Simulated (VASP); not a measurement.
Input:

```
CELL_PARAMETERS angstrom
     -3.19606     3.18722     3.18722
      1.59803    -1.62023     1.62023
      1.59803     1.62023    -1.62023
ATOMIC_POSITIONS crystal
  W  0.00000 0.00000 0.00000
  Ta 0.50000 0.00000 0.00000
```

Level of theory: PBEsol GGA, VASP's PBE PAW potentials (set 64) (plane waves; VASP 6.6.1). Numerical set-up: 400 eV cut-off, Gaussian smearing of 0.050 eV, potentials W_sv Ta_pv.

Unless said otherwise, spin-orbit coupling is left out, though it shifts the bands of the heavy elements here.

Task: What does the run give for the band gap (along the path) with the smallest direct gap where there is one?

Result: 
The band gap (along the path) is none (metal, semimetal or under 0.01 eV).

The absolute energy has meaning only against runs of the same code, potentials and settings.

The structure was generated: TaW was put into an ordered model structure (Cmmm), which need not be its known phase. It was relaxed first. The electron count is odd and the run is not spin-polarised, which forces a metal.
